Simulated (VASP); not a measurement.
# A VASP study of V3Sb2 (LDA): structure first, properties next, part 6 of 8

Wanted: the relaxed cell of V3Sb2 and its properties. The start is a computed cell from the Materials Project.

VASP 6.6.1; LDA, spin-polarised from a ferromagnetic start; plane waves and PAW (V_sv, Sb).

So far. Step 7 (Vibrations at Γ (LDA)): The three acoustic modes lie within 0.5 cm⁻¹ of zero, and all others are real. By the characters of their eigenvectors the optical modes sort into (cm⁻¹) Raman active: Eg 60, A1g 95, Eg 133, A1g 158, Eg 176, Eg 253, A1g 266, A1g 277, Eg 294; infrared active: Eu 113, A2u 139, Eu 186, A2u 211, A2u 260, Eu 270, Eu 297; silent: A2g 248, A1u 274. With a centre of inversion no mode is active in both. Step 8 (Volume scan with LDA, volume scale 0.94): The pressure here is 11.17 GPa.

## 9. Volume scan with LDA, volume scale 0.96

INCAR reads:

```
SYSTEM = V3Sb2
PREC = Accurate
ENCUT = 400
EDIFF = 1E-06
NELM = 100
ISMEAR = 1
SIGMA = 0.2
LREAL = .FALSE.
ALGO = Normal
GGA = CA
NBANDS = 72
ISPIN = 2
MAGMOM = 2 2 2 2 2 2 0 0 0 0
LASPH = .TRUE.
LMAXMIX = 4
LORBIT = 11
LWAVE = .FALSE.
LCHARG = .FALSE.
KPAR = 8
ISIF = 2
```

POSCAR reads:

```
V3Sb2
1.0
   -5.3258352756      0.0000000000      0.0000000000
    2.6629176378     -4.6123086451      0.0000000000
    2.6629176378      1.5374362150      6.5752200897
V Sb
6 4
Direct
    0.7299257439      0.6016045548      0.3315302987
    0.7299257439      0.1283211891      0.3315302987
    0.2032091096      0.6016045548      0.3315302987
    0.7967908904      0.3983954452      0.6684697013
    0.2700742561      0.3983954452      0.6684697013
    0.2700742561      0.8716788109      0.6684697013
    0.2195697718      0.1097848859      0.3293546577
    0.7804302282      0.8902151141      0.6706453423
    0.6618531400      0.3309265700      0.9927797100
    0.3381468600      0.6690734300      0.0072202900
```

KPOINTS reads:

```
Automatic mesh
0
Gamma
6 6 6
0 0 0
```

PAW data sets: V_sv and Sb (LDA family, release 64).

The run is started by

```
$ mpirun -np 8 vasp_std
```

The program printed:

```text
[... set-up lines as in an earlier step ...]
 entering main loop
       N       E                     dE             d eps       ncg     rms          rms(c)
DAV:   1     0.122641565106E+04    0.12264E+04   -0.46425E+04  9920   0.116E+03
DAV:   2    -0.147549117310E+02   -0.12412E+04   -0.11908E+04  9800   0.431E+02
DAV:   3    -0.829311753626E+02   -0.68176E+02   -0.65279E+02 10736   0.113E+02
DAV:   4    -0.847158718439E+02   -0.17847E+01   -0.17772E+01 10504   0.184E+01
DAV:   5    -0.847436719200E+02   -0.27800E-01   -0.27795E-01 10656   0.258E+00    0.536E+01
DAV:   6    -0.808699965442E+02    0.38737E+01   -0.35173E+01 10144   0.311E+01    0.138E+01
DAV:   7    -0.808251791513E+02    0.44817E-01   -0.46860E+00 10120   0.116E+01    0.131E+01
DAV:   8    -0.806481251836E+02    0.17705E+00   -0.90860E-01 10216   0.494E+00    0.361E+00
DAV:   9    -0.806215233580E+02    0.26602E-01   -0.12603E-01 10976   0.152E+00    0.997E-01
DAV:  10    -0.806174118160E+02    0.41115E-02   -0.21447E-02 10184   0.867E-01    0.558E-01
DAV:  11    -0.806167037465E+02    0.70807E-03   -0.17486E-03 10824   0.205E-01    0.116E-01
DAV:  12    -0.806166670194E+02    0.36727E-04   -0.28597E-04 10480   0.770E-02    0.555E-02
DAV:  13    -0.806166655601E+02    0.14593E-05   -0.52582E-05 10048   0.369E-02    0.289E-02
DAV:  14    -0.806166671009E+02   -0.15408E-05   -0.43136E-06  8504   0.869E-03    0.861E-03
DAV:  15    -0.806166670616E+02    0.39299E-07   -0.77069E-07  5928   0.486E-03
   1 F= -.80616667E+02 E0= -.80607234E+02  d E =-.282980E-01  mag=    -0.0002
```

Run time: 51 s. Hardware: 8 MPI ranks of AMD EPYC 9R45, shared host; peak memory 3.5 GiB; 6.7 min of CPU time.

OUTCAR, selected parts (step 9):

```text
   ENCUT  =  400.0 eV  29.40 Ry    5.42 a.u.   8.69  8.69 11.84*2*pi/ulx,y,z

   NELECT =      98.0000    total number of electrons

 E-fermi :  11.0419

 spin component 1
 k-point     1 :       0.0000    0.0000    0.0000
  band No.  band energies     occupation
    ...
     45       9.7406      1.00000
     46       9.9927      1.00000
     47      10.2607      1.00000
     48      10.2607      1.00000
     49      10.5097      1.00055
     50      11.5680     -0.00063
     51      12.1473     -0.00000
     52      12.1473     -0.00000
     53      12.3077     -0.00000
     54      12.3077     -0.00000
    ...

 k-point     2 :       0.1667   -0.0000   -0.0000
  band No.  band energies     occupation
    ...
     45       9.7521      1.00000
     46       9.8428      1.00000
     47      10.3324      1.00000
     48      10.4506      1.00012
     49      10.8927      0.97486
     50      11.4782     -0.00426
     51      11.9207     -0.00000
     52      12.1290     -0.00000
     53      12.2300     -0.00000
     54      12.3310     -0.00000
    ...

  Total        7.1458709      7.1458709      6.9528802      0.0000000     -0.0000000      0.0000000
  in kB       70.8841872     70.8841872     68.9697960      0.0000000     -0.0000000      0.0000000
  external PRESSURE =      70.2460568 kB  Pullay stress =       0.0000000 kB

 POSITION                                       TOTAL-FORCE (eV/Angst)
 -----------------------------------------------------------------------------------
     -1.40260     -2.26508      2.17988         0.099324     -0.057345     -0.036045
     -2.66292     -0.08215      2.17988        -0.000000      0.114689     -0.036045
      1.40260     -2.26508      2.17988        -0.099324     -0.057345     -0.036045
     -1.40260     -0.80979      4.39534         0.099324      0.057345      0.036045
      1.40260     -0.80979      4.39534        -0.099324      0.057345      0.036045
      2.66292     -2.99272      4.39534        -0.000000     -0.114689      0.036045
     -0.00000     -0.00000      2.16558        -0.000000      0.000000     -0.285445
      0.00000     -3.07487      4.40964         0.000000     -0.000000      0.285445
      0.00000     -0.00000      6.52775        -0.000000      0.000000     -0.046570
     -0.00000     -3.07487      0.04747        -0.000000     -0.000000      0.046570
 -----------------------------------------------------------------------------------
    total drift:                               -0.000000     -0.000000     -0.000000

  FREE ENERGIE OF THE ION-ELECTRON SYSTEM (eV)
  ---------------------------------------------------
  free  energy   TOTEN  =       -80.6166670616 eV

  energy  without entropy=      -80.5883690222  energy(sigma->0) =      -80.60723438

 magnetization (x)
# of ion       s       p       d       tot
------------------------------------------
    1       -0.000  -0.000  -0.000  -0.000
    2       -0.000  -0.000  -0.000  -0.000
    3       -0.000  -0.000  -0.000  -0.000
    4       -0.000  -0.000  -0.000  -0.000
    5       -0.000  -0.000  -0.000  -0.000
    6       -0.000  -0.000  -0.000  -0.000
    7        0.000   0.000  -0.000   0.000
    8        0.000   0.000  -0.000   0.000
    9        0.000   0.000  -0.000   0.000
   10        0.000   0.000  -0.000   0.000
--------------------------------------------------
tot          0.000  -0.000  -0.000  -0.000

[... 3 parts as in an earlier step ...]

[... 18 further parts left out ...]
```

Numbers from this step:

```
free energy (TOTEN)     : -80.6167 eV
energy at zero smearing : -80.6072 eV
Fermi energy            : 11.04 eV
pressure                : 7.025 GPa
```

Force by atom:

| atom | x (eV/Å) | y (eV/Å) | z (eV/Å) | size |
| --- | --- | --- | --- | --- |
| V1 | 0.099 | -0.057 | -0.036 | 0.120 |
| V2 | 0.000 | 0.115 | -0.036 | 0.120 |
| V3 | -0.099 | -0.057 | -0.036 | 0.120 |
| V4 | 0.099 | 0.057 | 0.036 | 0.120 |
| V5 | -0.099 | 0.057 | 0.036 | 0.120 |
| V6 | 0.000 | -0.115 | 0.036 | 0.120 |
| Sb7 | 0.000 | 0.000 | -0.285 | 0.285 |
| Sb8 | 0.000 | 0.000 | 0.285 | 0.285 |
| Sb9 | 0.000 | 0.000 | -0.047 | 0.047 |
| Sb10 | 0.000 | 0.000 | 0.047 | 0.047 |

The pressure falls from 11.17 to 7.02 GPa.

The run ends at a pressure of 7.02 GPa, with forces up to 0.29 eV/Å.

## 10. Volume scan with LDA, volume scale 0.98

INCAR is that of step 9.

POSCAR, as its differences from that of step 9:

```diff
@@ -2,5 +2,5 @@
 1.0
-   -5.3258352756      0.0000000000      0.0000000000
-    2.6629176378     -4.6123086451      0.0000000000
-    2.6629176378      1.5374362150      6.5752200897
+   -5.3625663347      0.0000000000      0.0000000000
+    2.6812831674     -4.6441186755      0.0000000000
+    2.6812831674      1.5480395585      6.6205678681
 V Sb
```

KPOINTS is that of step 9.

The run is started by

```
$ mpirun -np 8 vasp_std
```

The program printed:

```text
[... set-up lines as in an earlier step ...]
 entering main loop
       N       E                     dE             d eps       ncg     rms          rms(c)
DAV:   1     0.122670053704E+04    0.12267E+04   -0.46587E+04  9968   0.116E+03
DAV:   2    -0.141564156090E+02   -0.12409E+04   -0.11896E+04  9808   0.429E+02
DAV:   3    -0.831583352860E+02   -0.69002E+02   -0.66127E+02 10880   0.113E+02
DAV:   4    -0.849885554825E+02   -0.18302E+01   -0.18213E+01 10608   0.184E+01
[...]
DAV:  13    -0.807415894882E+02   -0.33241E-06   -0.50860E-05 10080   0.358E-02    0.265E-02
DAV:  14    -0.807415911916E+02   -0.17034E-05   -0.38985E-06  8296   0.837E-03    0.909E-03
DAV:  15    -0.807415911832E+02    0.83946E-08   -0.65734E-07  5824   0.437E-03
   1 F= -.80741591E+02 E0= -.80732331E+02  d E =-.277815E-01  mag=    -0.0001
```

The job ended after 52 s (8 MPI ranks; peak memory 3.5 GiB).

From OUTCAR (step 10):

```text
  Total        3.4166307      3.4166307      3.3556364     -0.0000000     -0.0000000      0.0000000
  in kB       33.1999474     33.1999474     32.6072558     -0.0000000     -0.0000000      0.0000000
  external PRESSURE =      33.0023835 kB  Pullay stress =       0.0000000 kB

 POSITION                                       TOTAL-FORCE (eV/Angst)
 -----------------------------------------------------------------------------------
     -1.41228     -2.28070      2.19492         0.046785     -0.027011     -0.018660
     -2.68128     -0.08272      2.19492        -0.000000      0.054022     -0.018660
      1.41228     -2.28070      2.19492        -0.046785     -0.027011     -0.018660
     -1.41228     -0.81538      4.42565         0.046785      0.027011      0.018660
      1.41228     -0.81538      4.42565        -0.046785      0.027011      0.018660
      2.68128     -3.01336      4.42565         0.000000     -0.054022      0.018660
      0.00000      0.00000      2.18051        -0.000000     -0.000000     -0.131703
      0.00000     -3.09608      4.44005         0.000000     -0.000000      0.131703
      0.00000     -0.00000      6.57277        -0.000000     -0.000000     -0.023166
      0.00000     -3.09608      0.04780         0.000000      0.000000      0.023166
 -----------------------------------------------------------------------------------
    total drift:                               -0.000000     -0.000000     -0.000000

  FREE ENERGIE OF THE ION-ELECTRON SYSTEM (eV)
  ---------------------------------------------------
  free  energy   TOTEN  =       -80.7415911832 eV

  energy  without entropy=      -80.7138097304  energy(sigma->0) =      -80.73233070

 magnetization (x)
# of ion       s       p       d       tot
------------------------------------------
    1       -0.000  -0.000  -0.000  -0.000
    2       -0.000  -0.000  -0.000  -0.000
    3       -0.000  -0.000  -0.000  -0.000
    4       -0.000  -0.000  -0.000  -0.000
    5       -0.000  -0.000  -0.000  -0.000
    6       -0.000  -0.000  -0.000  -0.000
    7        0.000   0.000  -0.000   0.000
    8        0.000   0.000  -0.000   0.000
    9        0.000   0.000  -0.000   0.000
   10        0.000   0.000  -0.000   0.000
--------------------------------------------------
tot          0.000   0.000  -0.000  -0.000

[... 1 part as in an earlier step ...]

[... 2 further parts left out ...]
[key lines of the parts left out:]
E-fermi :  10.7514
```

The pressure falls from 7.02 to 3.30 GPa.

The run ends at a pressure of 3.30 GPa, with forces up to 0.13 eV/Å.

## 11. Volume scan with LDA, volume scale 1

INCAR is that of step 10.

POSCAR, as its differences from that of step 10:

```diff
@@ -2,5 +2,5 @@
 1.0
-   -5.3625663347      0.0000000000      0.0000000000
-    2.6812831674     -4.6441186755      0.0000000000
-    2.6812831674      1.5480395585      6.6205678681
+   -5.3988009902      0.0000000000      0.0000000000
+    2.6994004951     -4.6754988076      0.0000000000
+    2.6994004951      1.5584996025      6.6653027918
 V Sb
```

KPOINTS is that of step 10.

The run is started by

```
$ mpirun -np 8 vasp_std
```

The program printed:

```text
[... set-up lines as in an earlier step ...]
 entering main loop
       N       E                     dE             d eps       ncg     rms          rms(c)
[... 15 cycles as in an earlier step ...]
   1 F= -.80791859E+02 E0= -.80782783E+02  d E =-.272291E-01  mag=     0.0001
```

Elapsed: 52 s, on 8 MPI ranks; peak memory 3.6 GiB.

OUTCAR, selected parts (step 11):

```text
[... 7 parts as in an earlier step ...]

[... 1 further part left out ...]
[key lines of the parts left out:]
E-fermi :  10.4718
```

The pressure falls from 3.30 to -0.04 GPa.

The run ends at a pressure of -0.04 GPa, with forces up to 0.0090 eV/Å.

## 12. Volume scan with LDA, volume scale 1.02

INCAR is that of step 11.

POSCAR, as its differences from that of step 11:

```diff
@@ -2,5 +2,5 @@
 1.0
-   -5.3988009902      0.0000000000      0.0000000000
-    2.6994004951     -4.6754988076      0.0000000000
-    2.6994004951      1.5584996025      6.6653027918
+   -5.4345556811      0.0000000000      0.0000000000
+    2.7172778406     -4.7064632783      0.0000000000
+    2.7172778406      1.5688210927      6.7094451563
 V Sb
```

KPOINTS is that of step 11.

The run is started by

```
$ mpirun -np 8 vasp_std
```

The program printed:

```text
[... set-up lines as in an earlier step ...]
 entering main loop
       N       E                     dE             d eps       ncg     rms          rms(c)
DAV:   1     0.120614406588E+04    0.12061E+04   -0.46705E+04 10112   0.115E+03
DAV:   2    -0.145171675454E+02   -0.12207E+04   -0.11719E+04  9808   0.425E+02
DAV:   3    -0.833715811294E+02   -0.68854E+02   -0.65757E+02 11008   0.111E+02
DAV:   4    -0.853189662205E+02   -0.19474E+01   -0.19364E+01 10744   0.184E+01
[...]
DAV:  13    -0.807752613896E+02   -0.70045E-05   -0.45986E-05 10072   0.325E-02    0.221E-02
DAV:  14    -0.807752637842E+02   -0.23946E-05   -0.34974E-06  8216   0.826E-03    0.104E-02
DAV:  15    -0.807752638557E+02   -0.71534E-07   -0.52043E-07  5696   0.378E-03
   1 F= -.80775264E+02 E0= -.80766384E+02  d E =-.266405E-01  mag=     0.0004
```

Elapsed: 52 s, on 8 MPI ranks; peak memory 3.6 GiB.

OUTCAR, selected parts (step 12):

```text
  Total       -3.3124512     -3.3124512     -3.1474974      0.0000000      0.0000000     -0.0000000
  in kB      -30.9253588    -30.9253588    -29.3853345      0.0000000      0.0000000     -0.0000000
  external PRESSURE =     -30.4120174 kB  Pullay stress =       0.0000000 kB

 POSITION                                       TOTAL-FORCE (eV/Angst)
 -----------------------------------------------------------------------------------
     -1.43124     -2.31132      2.22438        -0.050788      0.029322      0.016539
     -2.71728     -0.08383      2.22438         0.000000     -0.058645      0.016539
      1.43124     -2.31132      2.22438         0.050788      0.029322      0.016539
     -1.43124     -0.82632      4.48506        -0.050788     -0.029322     -0.016539
      1.43124     -0.82632      4.48506         0.050788     -0.029322     -0.016539
      2.71728     -3.05381      4.48506        -0.000000      0.058645     -0.016539
      0.00000     -0.00000      2.20979         0.000000     -0.000000      0.137875
      0.00000     -3.13764      4.49966        -0.000000      0.000000     -0.137875
      0.00000     -0.00000      6.66100         0.000000     -0.000000      0.015692
      0.00000     -3.13764      0.04844        -0.000000      0.000000     -0.015692
 -----------------------------------------------------------------------------------
    total drift:                               -0.000000     -0.000000     -0.000000

  FREE ENERGIE OF THE ION-ELECTRON SYSTEM (eV)
  ---------------------------------------------------
  free  energy   TOTEN  =       -80.7752638557 eV

  energy  without entropy=      -80.7486233941  energy(sigma->0) =      -80.76638370

 magnetization (x)
# of ion       s       p       d       tot
------------------------------------------
    1        0.000   0.000   0.000   0.000
    2        0.000   0.000   0.000   0.000
    3        0.000   0.000   0.000   0.000
    4        0.000   0.000   0.000   0.000
    5        0.000   0.000   0.000   0.000
    6        0.000   0.000   0.000   0.000
    7        0.000   0.000   0.000   0.000
    8        0.000   0.000   0.000   0.000
    9       -0.000  -0.000   0.000  -0.000
   10       -0.000  -0.000   0.000  -0.000
--------------------------------------------------
tot          0.000   0.000   0.000   0.000

[... 1 part as in an earlier step ...]

[... 2 further parts left out ...]
[key lines of the parts left out:]
E-fermi :  10.2022
```

The pressure falls from -0.04 to -3.04 GPa.

The run ends at a pressure of -3.04 GPa, with forces up to 0.14 eV/Å.

## 13. Volume scan with LDA, volume scale 1.04

INCAR is that of step 12.

POSCAR, as its differences from that of step 12:

```diff
@@ -2,5 +2,5 @@
 1.0
-   -5.4345556811      0.0000000000      0.0000000000
-    2.7172778406     -4.7064632783      0.0000000000
-    2.7172778406      1.5688210927      6.7094451563
+   -5.4698459926      0.0000000000      0.0000000000
+    2.7349229963     -4.7370255845      0.0000000000
+    2.7349229963      1.5790085281      6.7530142028
 V Sb
```

KPOINTS is that of step 12.

The run is started by

```
$ mpirun -np 8 vasp_std
```

The program printed:

```text
[... set-up lines as in an earlier step ...]
 entering main loop
       N       E                     dE             d eps       ncg     rms          rms(c)
DAV:   1     0.120327645901E+04    0.12033E+04   -0.46717E+04 10072   0.115E+03
DAV:   2    -0.141182563104E+02   -0.12174E+04   -0.11678E+04  9784   0.423E+02
DAV:   3    -0.834061852155E+02   -0.69288E+02   -0.66194E+02 11056   0.111E+02
DAV:   4    -0.853915317527E+02   -0.19853E+01   -0.19746E+01 10712   0.183E+01
[...]
DAV:  13    -0.806982154248E+02   -0.12408E-04   -0.42843E-05 10104   0.299E-02    0.211E-02
DAV:  14    -0.806982185445E+02   -0.31198E-05   -0.36380E-06  8288   0.849E-03    0.103E-02
DAV:  15    -0.806982186585E+02   -0.11392E-06   -0.55821E-07  5744   0.405E-03
   1 F= -.80698219E+02 E0= -.80689552E+02  d E =-.260015E-01  mag=     0.0008
```

Run time: 56 s. Hardware: 8 MPI ranks; peak memory 3.7 GiB; 7.3 min of CPU time.

OUTCAR, selected parts (step 13):

```text
  Total       -6.3439644     -6.3439644     -6.0822547      0.0000000      0.0000000     -0.0000000
  in kB      -58.0888563    -58.0888563    -55.6924970      0.0000000      0.0000000     -0.0000000
  external PRESSURE =     -57.2900699 kB  Pullay stress =       0.0000000 kB

 POSITION                                       TOTAL-FORCE (eV/Angst)
 -----------------------------------------------------------------------------------
     -1.44053     -2.32633      2.23883        -0.096071      0.055467      0.034277
     -2.73492     -0.08437      2.23883         0.000000     -0.110934      0.034277
      1.44053     -2.32633      2.23883         0.096071      0.055467      0.034277
     -1.44053     -0.83169      4.51419        -0.096071     -0.055467     -0.034277
      1.44053     -0.83169      4.51419         0.096071     -0.055467     -0.034277
      2.73492     -3.07365      4.51419         0.000000      0.110934     -0.034277
     -0.00000     -0.00000      2.22414         0.000000     -0.000000      0.255168
      0.00000     -3.15802      4.52888         0.000000      0.000000     -0.255168
      0.00000     -0.00000      6.70426         0.000000     -0.000000      0.031745
     -0.00000     -3.15802      0.04876         0.000000      0.000000     -0.031745
 -----------------------------------------------------------------------------------
    total drift:                               -0.000000     -0.000000     -0.000000

  FREE ENERGIE OF THE ION-ELECTRON SYSTEM (eV)
  ---------------------------------------------------
  free  energy   TOTEN  =       -80.6982186585 eV

  energy  without entropy=      -80.6722171892  energy(sigma->0) =      -80.68955150

 magnetization (x)
# of ion       s       p       d       tot
------------------------------------------
    1        0.000   0.000   0.000   0.000
    2        0.000   0.000   0.000   0.000
    3        0.000   0.000   0.000   0.000
    4        0.000   0.000   0.000   0.000
    5        0.000   0.000   0.000   0.000
    6        0.000   0.000   0.000   0.000
    7       -0.000   0.000   0.000   0.000
    8       -0.000   0.000   0.000   0.000
    9       -0.000  -0.000   0.000  -0.000
   10       -0.000  -0.000   0.000  -0.000
--------------------------------------------------
tot          0.000   0.000   0.001   0.001

[... 1 part as in an earlier step ...]

[... 2 further parts left out ...]
[key lines of the parts left out:]
E-fermi :   9.9423
```

The pressure falls from -3.04 to -5.73 GPa.

The run ends at a pressure of -5.73 GPa, with forces up to 0.26 eV/Å.

(Part 6 of 8 ends here.)

[Lines on the potential files, build, host, timing and source positions are cut from VASP's logs without a mark.]

[Logs are printed without paths, hosts, clocks, repeated set-up lines and the standing remarks that a program may print on its own settings, such as how far it seeks lower states.]

[Hosts, paths, dates, database ids (printed as entryN), source tags and the programs' standing remarks are cut or masked in the printed files.]

[A measured line is paired with the nearest computed mode of its activity, which favours agreement.]

[In band tables of VASP the shares of atoms and orbitals are scaled to a sum of 1 inside the atoms' spheres.]
